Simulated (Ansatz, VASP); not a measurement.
# Cross-check of Ni (S3(111) boundary in fcc Ni) between VASP and Ansatz

Aim: how closely do two programs agree when they are given the same cell, functional and k mesh? Of the first pair: The structure shown is the start of the Ansatz relaxation below; VASP solves that cell, so the two are compared at the walk's first step.

Program: Ansatz 0.2.0. Level of theory: plane waves, with VASP 6.6.1 beside it; single point at PBE. Results are calculated unless marked as measured.

## 1. The starting structure

The cell holds 10 atoms: 10 Ni. Cell: a = 2.492 Å, b = 2.492 Å, c = 29.311 Å, α = 90.0°, β = 90.0°, γ = 120.0°. It derives from Ni. As first built, before any earlier steps moved the atoms (in the runner's words): plane [1, 1, 1]; removed 1; opened 0. Vacuum lies along c.

## 2. Ansatz: relaxation, PBE

Ansatz runs on its PAW soft_1 files.

The two programs are compared at the cell with which this relaxation starts, whose forces are those of its first step.

The input, input.yaml:

```yaml
crystal:
  lattice:
    - [2.4918442969, 0.0, 0.0]
    - [-1.2459221485, 2.1580004634, 0.0]
    - [0.0, 0.0, 29.3112411374]
  atoms:
    - { symbol: Ni, position: [0.6666666666, 0.3333333333, 0.1705830189], spin: 1.0 }
    - { symbol: Ni, position: [1.0, 0.0, 0.2399960587], spin: 1.0 }
    - { symbol: Ni, position: [0.3333333333, 0.6666666667, 0.3094090985], spin: 1.0 }
    - { symbol: Ni, position: [0.6666666667, 0.3333333333, 0.3788221384], spin: 1.0 }
    - { symbol: Ni, position: [0.0, 0.0, 0.4482351782], spin: 1.0 }
    - { symbol: Ni, position: [0.6666666667, 0.3333333333, 0.517648218], spin: 1.0 }
    - { symbol: Ni, position: [0.3333333333, 0.6666666667, 0.5870612579], spin: 1.0 }
    - { symbol: Ni, position: [1.0, 0.0, 0.6564742977], spin: 1.0 }
    - { symbol: Ni, position: [0.6666666666, 0.3333333333, 0.7258873375], spin: 1.0 }
    - { symbol: Ni, position: [0.3333333333, 0.6666666667, 0.7953003774], spin: 1.0 }
magnetization:
  spin_polarized: true
kpoints:
  mp_grid: { grid: [11, 11, 1] }
hamiltonian:
  xc: pbe
  pseudopotentials: { kind: paw, azcp: { folder: soft_1 } }
scf:
  occupations: { method: fermi_dirac, width: 0.1 }
relax:
  f_tol: 0.03
  max_steps: 80
  constraints: [{ sites: [0, 1] }]
```

On the command line:

```console
> ansatz run input.yaml --threads 8 --pin off --max-ram 15360MiB --backend cpu --events-out ev --progress --plain --runs-dir out
```

Numbers of over 12 decimals in the logs are rounded to 6 here.

Log:

```text
Engine: ansatz 0.2.0, aarch64-unknown-linux-gnu
Pseudopotentials: kind: paw
Pseudopotential: Ni, paw, valence charge 18, recommended cutoff 420 eV (normal), soft_1/Ni.paw.azcp
Functional definition: PBE
  parameter kappa = 0.804
  parameter beta = 0.066725
  exchange = pbe_x(kappa = kappa, mu = beta*pi^2/3)
  correlation = pbe_c(beta = beta)
Crystal: 10 atoms, lattice volume = 157.618 Å³
Basis set: ecut = 420 eV, 2971 PW (Γ), exchange–correlation on 36×36×400 points (8 copies of the dense FFT grid, shifted against one another)
Bands: 114, of which v1, the nominal top of the filled ones, is band 90 counted from 1 (89 counted from 0)
Symmetry: 6 space group operations
Space group: P3m1 (ITA 156), of the structure as read, at distance tolerance 5.4e-5 Å
Magnetic group: BNS 156.49 (UNI 1279), of the structure as read, at distance tolerance 5.4e-5 Å
k-points: 16 of 121 (time reversal used)
Non-local potential: Ni, projectors of the file, l = 0: 3, l = 1: 2, l = 2: 3, l = 3: 1
PAW form: soft (Blöchl's): semilocal exchange-correlation on the pseudo side does not see the compensation charge
PAW one-centre angular grid: Ni, 590 points (default); XC on 64 Gauss nodes
Initial density: superposition of atomic densities (neutral atoms: chi_scale 0, normalization atom)
Starting moments: Σ|m| = 10 μB on 10 of 10 sites
Initial wavefunctions: pseudopotential atomic-orbital guess
Functional: x = pbe(κ = 0.804, μ = 0.219515), c = pbe(β = 0.066725)
SCF iter   1: F=—  HF=-58388.973894 eV  |F-HF|=—  |Δ(HF+E_count)|=         —  Δρ=4.24e-2 (↑2.20e-2 ↓4.24e-2)  dr2=8.89e0  dr2_m=2.05e-1  M=9.021 μB ∫|m|=9.598 μB  β_m=0.30  ethr=3.10e-3  ⟨swp⟩=6.5  Hψ=14300  notcnv=0  defer=161
Mixer restart at iter 1: flushing history
preconditioner: auto → LDOS  [metal: Δε(μ)=0.001 eV  Ē_g=8.535 eV  σ=0.100 eV  W_gap=0.00  n_scr=26 (ndim 8)  ℏωp=29.6 eV  f_vac=0.279  D(μ)=16.77/eV (n_scr^D=226)]
spin=Collinear: LDOS preconditioning applied to the charge; magnetization (m = ρ↑ − ρ↓) channel mixes plain (no charge-response kernel on spin).
SCF iter   2: F=—  HF=-58389.229699 eV  |F-HF|=—  |Δ(HF+E_count)|=   2.56e-1  Δρ=1.17e-2 (↑1.17e-2 ↓1.04e-2)  dr2=4.88e-1  dr2_m=5.31e-2  M=8.512 μB ∫|m|=9.246 μB  β_m=0.30  ethr=3.10e-3  ⟨swp⟩=2.8  Hψ=5888  notcnv=0  defer=275
SCF iter   3: F=—  HF=-58392.025472 eV  |F-HF|=—  |Δ(HF+E_count)|=    2.80e0  Δρ=7.88e-3 (↑5.47e-3 ↓7.88e-3)  dr2=1.17e-1  dr2_m=3.35e-2  M=8.225 μB ∫|m|=9.064 μB  β_m=0.46  ethr=2.71e-4  ⟨swp⟩=2.7  Hψ=6392  notcnv=0  defer=273
SCF iter   4: F=—  HF=-58395.102776 eV  |F-HF|=—  |Δ(HF+E_count)|=         —  Δρ=2.43e-2 (↑1.49e-2 ↓2.43e-2)  dr2=1.52e-1  dr2_m=5.44e-1  M=6.783 μB ∫|m|=7.709 μB  β_m=0.46  ethr=6.49e-5  ⟨swp⟩=2.8  Hψ=7516  notcnv=0  defer=275
SCF iter   5: F=—  HF=-58395.545833 eV  |F-HF|=—  |Δ(HF+E_count)|=   4.43e-1  Δρ=1.77e-2 (↑9.22e-3 ↓1.77e-2)  dr2=9.97e-2  dr2_m=2.53e-1  M=6.630 μB ∫|m|=7.549 μB  β_m=0.60  ethr=6.49e-5  ⟨swp⟩=1.8  Hψ=4625  notcnv=0  defer=274
SCF iter   6: F=—  HF=-58396.235171 eV  |F-HF|=—  |Δ(HF+E_count)|=   6.89e-1  Δρ=7.82e-3 (↑7.82e-3 ↓6.39e-3)  dr2=2.94e-1  dr2_m=5.74e-3  M=6.364 μB ∫|m|=7.288 μB  β_m=0.50  ethr=5.54e-5  ⟨swp⟩=2.8  Hψ=7339  notcnv=0  defer=287
SCF iter   7: F=—  HF=-58396.201862 eV  |F-HF|=—  |Δ(HF+E_count)|=   3.33e-2  Δρ=1.76e-3 (↑1.76e-3 ↓1.17e-3)  dr2=1.76e-2  dr2_m=1.33e-3  M=6.269 μB ∫|m|=7.201 μB  β_m=0.47  ethr=5.54e-5  ⟨swp⟩=2.1  Hψ=7337  notcnv=0  defer=296
SCF iter   8: F=—  HF=-58396.199492 eV  |F-HF|=—  |Δ(HF+E_count)|=   2.37e-3  Δρ=6.13e-4 (↑6.13e-4 ↓4.80e-4)  dr2=2.25e-3  dr2_m=2.16e-4  M=6.277 μB ∫|m|=7.209 μB  β_m=0.58  ethr=9.77e-6  ⟨swp⟩=2.0  Hψ=4959  notcnv=0  defer=296
SCF iter   9: F=—  HF=-58396.199294 eV  |F-HF|=—  |Δ(HF+E_count)|=   1.98e-4  Δρ=4.03e-4 (↑4.03e-4 ↓3.19e-4)  dr2=3.57e-4  dr2_m=8.16e-5  M=6.281 μB ∫|m|=7.209 μB  β_m=0.53  ethr=1.25e-6  ⟨swp⟩=2.1  Hψ=5120  notcnv=0  defer=296
[...]
SCF 1 converged in 13 iterations: F = -58396.199272 eV  dr2 = 1.39e-5
[...]
Starting moments: Σ|m| = 10 μB on 10 of 10 sites; this step starts from the density that it was given
Initial wavefunctions: those handed on with the density
[...]
preconditioner: auto → LDOS  [metal: Δε(μ)=0.004 eV  Ē_g=8.680 eV  σ=0.100 eV  W_gap=0.01  n_scr=16 (ndim 8)  ℏωp=29.6 eV  f_vac=0.287  D(μ)=17.29/eV (n_scr^D=226)]
spin=Collinear: LDOS preconditioning applied to the charge; magnetization (m = ρ↑ − ρ↓) channel mixes plain (no charge-response kernel on spin).
[...]
SCF 2 converged in 10 iterations: F = -58396.201042 eV  dr2 = 4.64e-7
  greatest PAW one-centre occupation: 1.001 electrons in one spin orbital (limit 2), on the Ni atom at site 0 (counted from 0), in its partial waves of l = 1
relax step   2: F+E_penalty+E_count = -58396.20104193 eV  Δ(F+E_penalty+E_count) = -1.770e-3 eV  max|allowed force component| = 9.502e-2 eV/Å  Δτ_max = 0.0177 Å  (10 SCF iters, dr2 threshold 1.60e-6 eV, accepted)
[...]
preconditioner: auto → LDOS  [metal: Δε(μ)=0.004 eV  Ē_g=8.685 eV  σ=0.100 eV  W_gap=0.01  n_scr=16 (ndim 8)  ℏωp=29.6 eV  f_vac=0.288  D(μ)=17.26/eV (n_scr^D=226)]
spin=Collinear: LDOS preconditioning applied to the charge; magnetization (m = ρ↑ − ρ↓) channel mixes plain (no charge-response kernel on spin).
[...]
SCF iter   3: F=—  HF=-58396.201890 eV  |F-HF|=—  |Δ(HF+E_count)|=   4.01e-4  Δρ=3.24e-4 (↑2.80e-4 ↓3.24e-4)  dr2=8.65e-5  dr2_m=7.52e-5  M=6.284 μB ∫|m|=7.204 μB  β_m=0.41  ethr=1.29e-6  ⟨swp⟩=2.1  Hψ=5160  notcnv=0  defer=298
SCF iter   4: F=—  HF=-58396.201933 eV  |F-HF|=—  |Δ(HF+E_count)|=   4.29e-5  Δρ=1.95e-4 (↑1.45e-4 ↓1.95e-4)  dr2=5.52e-5  dr2_m=2.70e-5  M=6.284 μB ∫|m|=7.203 μB  β_m=0.54  ethr=4.80e-8  ⟨swp⟩=2.8  Hψ=6168  notcnv=0  defer=298
SCF iter   5: F=—  HF=-58396.201969 eV  |F-HF|=—  |Δ(HF+E_count)|=   3.57e-5  Δρ=7.98e-5 (↑7.98e-5 ↓3.98e-5)  dr2=3.42e-5  dr2_m=2.87e-6  M=6.283 μB ∫|m|=7.202 μB  β_m=0.51  ethr=3.07e-8  ⟨swp⟩=2.0  Hψ=6312  notcnv=0  defer=298
SCF iter   6: F=—  HF=-58396.201968 eV  |F-HF|=—  |Δ(HF+E_count)|=   5.88e-7  Δρ=2.92e-5 (↑2.92e-5 ↓2.83e-5)  dr2=3.13e-6  dr2_m=5.85e-7  M=6.283 μB ∫|m|=7.202 μB  β_m=0.50  ethr=1.90e-8  ⟨swp⟩=2.0  Hψ=4772  notcnv=0  defer=298
SCF iter   7: F=—  HF=-58396.201968 eV  |F-HF|=—  |Δ(HF+E_count)|=   2.98e-7  Δρ=1.94e-5 (↑1.94e-5 ↓1.93e-5)  dr2=2.65e-6  dr2_m=3.40e-7  M=6.282 μB ∫|m|=7.202 μB  β_m=0.54  ethr=1.74e-9  ⟨swp⟩=3.1  Hψ=7452  notcnv=0  defer=298
SCF iter   8: F=—  HF=-58396.201969 eV  |F-HF|=—  |Δ(HF+E_count)|=   3.33e-7  Δρ=9.75e-6 (↑7.55e-6 ↓9.75e-6)  dr2=2.49e-7  dr2_m=7.27e-8  M=6.282 μB ∫|m|=7.202 μB  β_m=0.56  ethr=1.47e-9  ⟨swp⟩=2.2  Hψ=4839  notcnv=0  defer=298
SCF iter   9: F=—  HF=-58396.201969 eV  |F-HF|=—  |Δ(HF+E_count)|=   1.16e-7  Δρ=4.71e-6 (↑4.71e-6 ↓4.09e-6)  dr2=1.42e-7  dr2_m=1.60e-8  M=6.282 μB ∫|m|=7.201 μB  β_m=0.51  ethr=1.38e-10  ⟨swp⟩=2.1  Hψ=6063  notcnv=0  defer=298
SCF iter  10: F=—  HF=-58396.201969 eV  |F-HF|=—  |Δ(HF+E_count)|=   1.83e-8  Δρ=3.29e-6 (↑3.29e-6 ↓2.24e-6)  dr2=1.47e-7  dr2_m=5.44e-9  M=6.282 μB ∫|m|=7.201 μB  β_m=0.47  ethr=7.91e-11  ⟨swp⟩=2.1  Hψ=5090  notcnv=0  defer=298
SCF iter  11: F=—  HF=-58396.201969 eV  |F-HF|=—  |Δ(HF+E_count)|=   1.59e-9  Δρ=1.30e-6 (↑1.30e-6 ↓1.19e-6)  dr2=2.20e-8  dr2_m=6.71e-10  M=6.282 μB ∫|m|=7.201 μB  β_m=0.40  ethr=7.91e-11  ⟨swp⟩=1.5  Hψ=3875  notcnv=0  defer=298
SCF iter  12: F=-58396.201969 eV  HF=-58396.201969 eV  |F-HF|=5.60e-8  |Δ(HF+E_count)|=  5.82e-10  Δρ=4.25e-6 (↑6.06e-7 ↓4.25e-6)  dr2=6.56e-8  dr2_m=5.19e-9  M=6.282 μB ∫|m|=7.201 μB  ethr=1.22e-11  ⟨swp⟩=2.4  Hψ=11157  notcnv=0
SCF 3 converged in 12 iterations: F = -58396.201969 eV  dr2 = 6.56e-8
relax step   3: F+E_penalty+E_count = -58396.20196863 eV  Δ(F+E_penalty+E_count) = -9.267e-4 eV  max|allowed force component| = 2.743e-3 eV/Å  Δτ_max = 0.0263 Å  (12 SCF iters, accepted)
SCF converged after 12 iterations
Magnetization: 6.2820 μB (93.1410 up, 86.8590 down)
Absolute magnetization: 7.2120 μB (∫|ρ↑−ρ↓|, with the PAW one-centre terms)
Spin contamination: 0.0817 ħ² per cell (⟨S²⟩ above its minimum at these occupations)
Per-site moments (μB) at R_I (Å): [(0.709376, 1.027886), (0.690787, 1.026172), (0.649629, 1.026172), (0.636572, 1.026472), (0.653464, 1.027886), (0.639683, 1.026667), (0.640399, 1.026667), (0.650777, 1.026686), (0.690320, 1.017771), (0.711542, 1.017771)]
Free energy (F): -58396.201969 eV
Harris-Foulkes:  -58396.201969 eV  (|F-HF|=5.60e-8)
Internal energy: -58395.642753 eV  (E = F + TS)
E sigma→0 (E₀):  -58395.922361 eV
Entropy (-TS):   -0.559215 eV (-55.922 meV/atom)
Fermi energy:    10.869716 eV
--- Per-component energies (eV) ---
  E_band       = -4145.236514
  E_kinetic    = 3388.351949
  E_local      = -282763.344827  (includes V_loc(G=0)·N_el)
  E_nonlocal   = -1172.152610
  E_hartree    = 141920.519502
  E_xc         = -1125.350769
  E_vxc        = -1451.675669  (∫ρ·V_xc dr)
  E_paw        = -16566.082180  (= ΣΔE_a)
  E_vpaw       = -5987.465411  (= ΣTr[D̂ρ^β])
  E_aug_tail   = 0.009747  (compensation charges beyond the density's cutoff)
  E_ewald      = 97922.406434
  E_smearing   = -0.559215  (= −TS)
  E_closure    = -0.000000  (closes the sum)
  Σ components = -58396.201969   (vs F -58396.201969, Δ=0.00e0)
--- Forces (eV/Å), atoms counted from 1 ---
  atom   1  Ni     0.00000000     0.00000000     0.15604085
  atom   2  Ni    -0.00000000    -0.00000000    -0.15550327
  atom   3  Ni    -0.00000000     0.00000000    -0.00012343
  atom   4  Ni    -0.00000000     0.00000000    -0.00004071
  atom   5  Ni    -0.00000000     0.00000000    -0.00032085
  atom   6  Ni    -0.00000000    -0.00000000    -0.00039867
  atom   7  Ni     0.00000000     0.00000000     0.00078150
  atom   8  Ni    -0.00000000     0.00000000    -0.00070015
  atom   9  Ni     0.00000000    -0.00000000    -0.00245873
  atom  10  Ni     0.00000000     0.00000000     0.00274278
  max |Σ_I F_I| component: 1.93e-5 eV/Å
--- Relaxed structure (3 steps of the walk, 3 accepted, 0 SCFs on fresh bases) ---
  F+E_penalty+E_count = -58396.20196863 eV   max|allowed force component| = 2.743e-3 eV/Å
  atoms:
    - { symbol: Ni, position: [0.666667, 0.333333, 0.170583] }
    - { symbol: Ni, position: [1.0, -1.887379141843379e-17, 0.239996] }
    - { symbol: Ni, position: [0.333333, 0.666667, 0.309235] }
    - { symbol: Ni, position: [0.666667, 0.333333, 0.378505] }
    - { symbol: Ni, position: [-1.505362890785461e-17, -1.8957343166421954e-17, 0.448043] }
    - { symbol: Ni, position: [0.666667, 0.333333, 0.517513] }
    - { symbol: Ni, position: [0.333333, 0.666667, 0.586803] }
    - { symbol: Ni, position: [1.0, -1.9027201489982676e-17, 0.656122] }
    - { symbol: Ni, position: [0.666667, 0.333333, 0.725413] }
    - { symbol: Ni, position: [0.333333, 0.666667, 0.793799] }
```

Reading the cycles: dr2 is the Hartree energy of the density residual (eV), the measure of convergence; HF is the Harris–Foulkes estimate of the energy, which meets the free energy F at convergence.

(Part 1 of 3 ends here.)

[Lines on the potential files, build, host, timing and source positions are cut from VASP's logs without a mark.]

[Logs are printed without paths, hosts, clocks, repeated set-up lines and the standing remarks that a program may print on its own settings, such as how far it seeks lower states.]

[Hosts, paths, dates, database ids (printed as entryN), source tags and the programs' standing remarks are cut or masked in the printed files.]
